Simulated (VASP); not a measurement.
An input for Ansatz (written as the equivalent of a VASP run, and not itself run):

Ansatz 0.2 input:
```yaml
crystal:
  lattice:
    - [2.3312791, -3.6620857, 0.0000000]
    - [2.3312791, 3.6620857, 0.0000000]
    - [0.0000000, 0.0000000, 6.2356643]
  atoms:
    - { symbol: Ag, position: [0.3327941, 0.6672059, 0.8839553] }
    - { symbol: Ag, position: [0.6672059, 0.3327941, 0.1160447] }
    - { symbol: Ag, position: [0.1672059, 0.8327941, 0.3839553] }
    - { symbol: Ag, position: [0.8327941, 0.1672059, 0.6160447] }
    - { symbol: S, position: [0.0000000, 0.0000000, 1.0000000] }
    - { symbol: S, position: [0.5000000, 0.5000000, 0.5000000] }
kpoints:
  mp_grid: { grid: [5, 5, 3] }
hamiltonian:
  xc: pbesol
  pseudopotentials: { kind: paw }
scf:
  occupations: { method: gaussian, width: 0.05 }
  max_iter: 100
relax:
  max_steps: 60
  f_tol: 0.02
  cell: {}
output: { forces: true, stress: true, eigenvalues: true }
```

**Question.** Write the VASP files for the same calculation (PBEsol).

**Answer.** Several could match; the one computed here: 
### POSCAR
```
Ag2S
1
    2.3312791044    -3.6620856635     0.0000000000
    2.3312791044     3.6620856635    -0.0000000000
    0.0000000000     0.0000000000     6.2356643093
Ag S
4 2
Direct
  0.3327940763   0.6672059237   0.8839552592
  0.6672059237   0.3327940763   0.1160447408
  0.1672059237   0.8327940763   0.3839552592
  0.8327940763   0.1672059237   0.6160447408
  0.0000000000   0.0000000000   1.0000000000
  0.5000000000   0.5000000000   0.5000000000
```

### INCAR
```
! general
SYSTEM =Ag2S
PREC   =Accurate
ENCUT  =400
LREAL  =.FALSE.
LASPH  =.TRUE.

! electronic loop
EDIFF  =1E-6
NELM   =100
ALGO   =Normal
LMAXMIX=4

! smearing
ISMEAR =0
SIGMA  =0.05

! functional
GGA    =PS

! ions
IBRION =2
NSW    =60
ISIF   =3
EDIFFG =-0.02

! output
LWAVE  =.FALSE.
LCHARG =.FALSE.
```

### KPOINTS
```
Automatic mesh
0
gamma
  5 5 3
```

POTCAR, in this order: Ag S (PBE.64 set). Program: vasp_std.

The two are equivalent in intent, not identical: each code has its own PAW files, so the cut-off isn't converted (ENCUT is set for VASP's; basis.ecutwfc is left out, and Ansatz then takes the one that its files recommend); Ansatz stops its SCF on the density residual and VASP on the energy change (EDIFF).

The structure comes from a computed database's Ag2S entry (Cmce); how it stands against other phases isn't given here. This run relaxes it. Symmetry was kept, so distortions that lower it aren't found. The start is the result of an earlier pass.
